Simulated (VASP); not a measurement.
An input for Quantum ESPRESSO's pw.x (written as the equivalent of a VASP run, and not itself run):

```
&CONTROL
  calculation = 'scf'
  pseudo_dir = './pseudo'
  outdir = './out'
  tprnfor = .true.
  tstress = .true.
/
&SYSTEM
  ibrav = 0
  nat = 4
  ntyp = 3
  ecutwfc = 98
  occupations = 'tetrahedra'
  input_dft = 'pz'
  nspin = 2
  starting_magnetization(1) = 0.11
  starting_magnetization(2) = -0.11
/
&ELECTRONS
  conv_thr = 7.3e-09
  electron_maxstep = 100
/
ATOMIC_SPECIES
  Ni1 58.693 Ni.upf
  Ni2 58.693 Ni.upf
  O 15.999 O.upf
CELL_PARAMETERS angstrom
     4.0549917    2.0211945    2.0211945
     2.0211945    4.0549917    2.0211945
     2.0211945    2.0211945    4.0549917
ATOMIC_POSITIONS crystal
  Ni1  0.0000000  1.0000000  1.0000000
  Ni2  0.5000000  0.5000000  0.5000000
  O    0.2500000  0.2500000  0.2500000
  O    0.7500000  0.7500000  0.7500000
K_POINTS automatic
  10 10 10 0 0 0
```

**Question.** Translate this input to VASP (INCAR, KPOINTS, POSCAR, choice of POTCAR).

**Answer.** Several could match; the one computed here: 
### POSCAR
```
NiO
1
    4.0549917193     2.0211944619     2.0211944619
    2.0211944619     4.0549917193     2.0211944619
    2.0211944619     2.0211944619     4.0549917193
Ni O
2 2
Direct
  0.0000000000   1.0000000000   1.0000000000
  0.5000000000   0.5000000000   0.5000000000
  0.2500000000   0.2500000000   0.2500000000
  0.7500000000   0.7500000000   0.7500000000
```

KPOINTS:
```
kpoints
0
G
 10 10 10
```

**INCAR**
```
SYSTEM = NiO
PREC = Accurate; ENCUT = 520; LREAL = .FALSE.
LASPH = .TRUE.
EDIFF = 1E-7; NELM = 100; ALGO = Normal
LMAXMIX = 4
ISMEAR = -5
MAGMOM = 1.1 -1.1 2*0.0
ISPIN = 2
ISIF = 2
LWAVE = .FALSE.; LCHARG = .TRUE.; LORBIT = 11
NEDOS = 601
LEFG = .TRUE.
```

POTCAR, in this order: Ni O (LDA.64 set). Program: vasp_std.

The two are equivalent in intent, not identical: the potentials are each code's own (VASP's PAW set, PseudoDojo norm-conserving files in pw.x), so ENCUT and ecutwfc are chosen apart and not converted; conv_thr bounds pw.x's estimated SCF error, while EDIFF bounds the energy change between steps; starting_magnetization is a fraction of the valence charge and MAGMOM a moment in μB, so they match only roughly; the field gradients of LEFG aren't asked of the other code.

The compound is NiO in the rock salt, AFM-II order structure. It was relaxed first, which changed the volume by -8 %.
